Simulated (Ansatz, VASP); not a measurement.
# HfO2 (1T-HfO2 monolayer) in two plane-wave programs, part 2 of 2

One calculation is typed for both programs; each brings its own data sets. How far apart do they land? The cell is taken from a series of runs on this material, whose earlier steps may have relaxed, scaled, displaced or heated it; both programs get it as it stands.

VASP 6.6.1 and Ansatz 0.2.0.

So far: Set-up; Ansatz: single point, PBE, spin-orbit coupling; VASP: single point, PBE, spin-orbit coupling.

### 3. VASP: single point, PBE, spin-orbit coupling (continued)

Level of this step: PBE, spin-orbit coupling; plane waves and PAW (O, Hf_pv) (VASP).

Numbers of over 12 decimals in the logs are rounded to 6 here.

Parts of OUTCAR (step 3):

```text
ion  position               nearest neighbor table
   1  0.667  0.333  0.451-   3 2.11   3 2.11   3 2.11
   2  0.333  0.667  0.549-   3 2.11   3 2.11   3 2.11
   3  0.000  0.000  0.500-   1 2.11   2 2.11   2 2.11   1 2.11   1 2.11   2 2.11

  LATTYP: Found a hexagonal cell.
 ALAT       =     3.2424759284
 C/A-ratio  =     6.1517024025

 Subroutine GETGRP returns: Found 12 space group operations
 (whereof 12 operations were pure point group operations)

The static configuration has the point symmetry D_3d.

 Found     19 irreducible k-points:

   k-points           NKPTS =     19   k-points in BZ     NKDIM =     19   number of bands    NBANDS=     34

   dimension x,y,z NGX =    24 NGY =   24 NGZ =  150
   dimension x,y,z NGXF=    48 NGYF=   48 NGZF=  300

   ENCUT  =  520.0 eV  38.22 Ry    6.18 a.u.   6.03  6.03 37.09*2*pi/ulx,y,z

   NELECT =      22.0000    total number of electrons

 k-points in reciprocal lattice and weights: Automatic mesh
   0.00000000  0.00000000  0.00000000       0.007
   0.08333333  0.00000000  0.00000000       0.042
   0.16666667  0.00000000  0.00000000       0.042
   0.25000000  0.00000000  0.00000000       0.042
   0.33333333  0.00000000  0.00000000       0.042
   0.41666667  0.00000000  0.00000000       0.042
   0.50000000  0.00000000  0.00000000       0.021
   0.08333333  0.08333333  0.00000000       0.042
   0.16666667  0.08333333  0.00000000       0.083
[...]
0.33333333  0.25000000  0.00000000       0.083
   0.33333333  0.33333333  0.00000000       0.014

 dipolmoment           0.000000      0.000000      0.000000 electrons x Angstroem

 average (electrostatic) potential at core
       1 -78.9696       2 -78.9696       3 -46.5585

 E-fermi :  -3.4901

 k-point     1 :       0.0000    0.0000    0.0000
  band No.  band energies     occupation
    ...
     18      -6.5220      1.00000
     19      -6.2095      1.00000
     20      -6.2095      1.00000
     21      -6.0773      1.00000
     22      -6.0773      1.00000
     23      -0.8237      0.00000
     24      -0.8237      0.00000
     25      -0.7747      0.00000
     26      -0.7747      0.00000
     27      -0.3204      0.00000
    ...

 k-point     2 :       0.0833    0.0000    0.0000
  band No.  band energies     occupation
    ...
     18      -6.5023      1.00000
     19      -6.3744      1.00000
     20      -6.3744      1.00000
     21      -6.2195      1.00000
     22      -6.2195      1.00000
     23      -0.8070      0.00000
     24      -0.8070      0.00000
     25      -0.6333      0.00000
     26      -0.6333      0.00000
     27      -0.1122      0.00000
    ...

 k-point     3 :       0.1667    0.0000    0.0000
  band No.  band energies     occupation
    ...
     18      -7.0970      1.00000
     19      -6.4695      1.00000
     20      -6.4695      1.00000
     21      -6.1601      1.00000
     22      -6.1601      1.00000
     23      -0.8586      0.00000
     24      -0.8586      0.00000
     25      -0.2252      0.00000
     26      -0.2252      0.00000
     27       0.3118      0.00000
    ...

  Total       -0.3688182     -0.3688182     -0.3889748     -0.0000000      0.0000000      0.0000000
  in kB       -3.2536193     -3.2536193     -3.4314355     -0.0000000      0.0000000      0.0000000
  external PRESSURE =      -3.3128913 kB  Pullay stress =       0.0000000 kB

  energy-cutoff  :      520.00
  volume of cell :      181.62
      direct lattice vectors                 reciprocal lattice vectors
     3.242475928  0.000000000  0.000000000     0.308406299  0.178058460  0.000000000
    -1.621237964  2.808066525  0.000000000     0.000000000  0.356116919  0.000000000
     0.000000000  0.000000000 19.946746959     0.000000000  0.000000000  0.050133488

 POSITION                                       TOTAL-FORCE (eV/Angst)
 -----------------------------------------------------------------------------------
      1.62124      0.93602      9.00000        -0.000000     -0.000000      0.175838
     -0.00000      1.87204     10.94675         0.000000      0.000000     -0.175838
      0.00000      0.00000      9.97337         0.000000      0.000000     -0.000000
 -----------------------------------------------------------------------------------
    total drift:                               -0.000000      0.000000      0.000000

  FREE ENERGIE OF THE ION-ELECTRON SYSTEM (eV)
  ---------------------------------------------------
  free  energy   TOTEN  =       -30.4622384785 eV

  energy  without entropy=      -30.4622384785  energy(sigma->0) =      -30.46223848

 vacuum level on the upper side and lower side of the slab         2.016         2.016

 Spin-Orbit-Coupling matrix elements
 Ion:    1  E_soc:     -0.0006251
 Ion:    2  E_soc:     -0.0006251
 Ion:    3  E_soc:     -1.2388685

 total charge
# of ion       s       p       d       tot
------------------------------------------
    1        1.564   3.500   0.000   5.065
    2        1.564   3.500   0.000   5.065
    3        0.314   6.704   1.480   8.498
--------------------------------------------------
tot          3.443  13.705   1.480  18.627

 magnetization (x)
# of ion       s       p       d       tot
------------------------------------------
    1       -0.000   0.000   0.000  -0.000
    2       -0.000   0.000   0.000  -0.000
    3        0.000   0.000   0.000   0.000
--------------------------------------------------
tot         -0.000   0.000   0.000  -0.000

 magnetization (y)
# of ion       s       p       d       tot
------------------------------------------
    1        0.000   0.000   0.000   0.000
    2        0.000   0.000   0.000   0.000
    3        0.000   0.000   0.000   0.000
--------------------------------------------------
tot          0.000   0.000   0.000   0.000

 magnetization (z)
# of ion       s       p       d       tot
------------------------------------------
    1        0.000   0.000   0.000   0.000
    2        0.000   0.000   0.000   0.000
    3        0.000  -0.000   0.000  -0.000
--------------------------------------------------
tot          0.000  -0.000   0.000  -0.000

[... 3 further parts left out ...]
```

Harder data sets than Hf_pv exist (the GW ones), and pressures, volumes and forces can shift noticeably with them.

### 4. Side by side

Known differences besides the potentials themselves: spin-orbit coupling enters by fully relativistic files in Ansatz and inside the spheres in VASP; the data sets hold 38 valence electrons in Ansatz (on its fully relativistic PAW (standard-fr) files) and 22 in VASP; the cutoff is 420 eV in Ansatz and 520 eV in VASP. Total energies have different zeros and are not compared.

Compared:

```csv
quantity,Ansatz,VASP,difference
gap on the k mesh (eV),4.827,4.808,+0.018
```

A gap on the mesh is an upper bound, since the band edges may lie between its points. Where the cell holds vacuum, a pressure given here is an average over it and none of the material.

### 5. Outcome

```
difference in gap on the k mesh (single point, PBE, spin-orbit coupling) : 0.018 eV
```

In words: The difference in gap on the k mesh is 0.018 eV (single point, PBE, spin-orbit coupling), within the 0.08 eV picked in this series as the mark of a large difference. The data sets hold unlike numbers of valence electrons (38 in Ansatz and 22 in VASP), so part of the differences may come from the potentials. Such differences can come from data sets, numerical settings and the points named under the comparisons, not from the functional's error against experiment.

[Lines on the potential files, build, host, timing and source positions are cut from VASP's logs without a mark.]

[Logs are printed without paths, hosts, clocks, repeated set-up lines and the standing remarks that a program may print on its own settings, such as how far it seeks lower states.]

[Hosts, paths, dates, database ids (printed as entryN), source tags and the programs' standing remarks are cut or masked in the printed files.]
